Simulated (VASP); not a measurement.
```yaml
crystal:
  lattice:
    - [0.00000, 2.13992, 2.13992]
    - [2.13992, 0.00000, 2.13992]
    - [2.13992, 2.13992, 0.00000]
  atoms:
    - { symbol: Mg, position: [0.00000, 0.00000, 0.00000] }
    - { symbol: O, position: [0.50000, 0.50000, 0.50000] }
```

Level of theory: revPBE GGA, VASP's PBE PAW potentials (set 64) (plane waves; VASP). Settings: 520 eV cut-off, Gaussian smearing of 0.050 eV, potentials Mg O.

**Question.** What does the run give for the band gap (along the path) with the smallest direct gap where there is one?

**Answer.** 
The band gap (along the path) is 4.36 eV and the smallest direct gap (along the path) is 4.36 eV.

The absolute energy has meaning only against runs of the same code, potentials and settings.

The compound is MgO in the rock salt structure. It was relaxed first, which changed the volume by +5 %.
